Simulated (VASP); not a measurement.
The system is ZnO.

```
Zn O
1.0
     3.24931    0.00000    0.00000
    -1.62465    2.81398    0.00000
     0.00000    0.00000    5.20571
Zn O
2 2
Direct
  0.33333 0.66667 0.50000
  0.66667 0.33333 0.00000
  0.66667 0.33333 0.37901
  0.33333 0.66667 0.87901
```

- Program: VASP 6.6.1
- Task: relaxation of cell and atoms
- Functional: PBE
- Potentials or basis: VASP PAW PBE potentials, release 64 (Zn, O)
- Cutoff: 520 eV
- k mesh: 12 × 12 × 6
- Occupations: gaussian, width 0.02 eV
- Spin: no spin polarisation

At the start: pressure 5.9 GPa; volume 11.90 Å³/atom.

Q: Where does the relaxation end?

A: Over 14 steps the energy falls by 9.4 meV/atom and the volume is 12.41 Å³/atom (+4.3 %); space group P6_3mc (No. 186, to 0.05 Å).

Step by step:
| step | energy change (eV) | largest force (eV/Å) | pressure (GPa) | volume (Å³) |
| --- | --- | --- | --- | --- |
| 1 | 0.0000 | 0.0740 | 5.92 | 47.60 |
| 2 | -0.0285 | 0.0277 | -2.67 | 50.69 |
| 3 | -0.0376 | 0.0017 | -0.01 | 49.64 |
| 4 | -0.0375 | 0.0029 | -0.18 | 49.68 |
| 5 | -0.0376 | 0.0100 | 0.11 | 49.58 |
| 6 | -0.0376 | 0.0084 | 0.06 | 49.60 |
| 7 | -0.0376 | 0.0093 | 0.00 | 49.62 |
| 8 | -0.0377 | 0.0103 | -0.02 | 49.63 |
| 9 | -0.0377 | 0.0122 | -0.04 | 49.64 |
| 10 | -0.0377 | 0.0116 | 0.00 | 49.64 |
| 11 | -0.0377 | 0.0012 | -0.06 | 49.65 |
| 12 | -0.0377 | 0.0011 | -0.05 | 49.65 |
| 13 | -0.0377 | 0.0015 | 0.03 | 49.62 |
| 14 | -0.0377 | 0.0006 | -0.01 | 49.63 |

Final structure:
```
Zn O
1.0
     3.28680    0.00000    0.00000
    -1.64340    2.84645    0.00000
     0.00000    0.00000    5.30436
Zn O
2 2
Direct
  0.33333 0.66667 0.49997
  0.66667 0.33333 0.99997
  0.66667 0.33333 0.37904
  0.33333 0.66667 0.87904
```
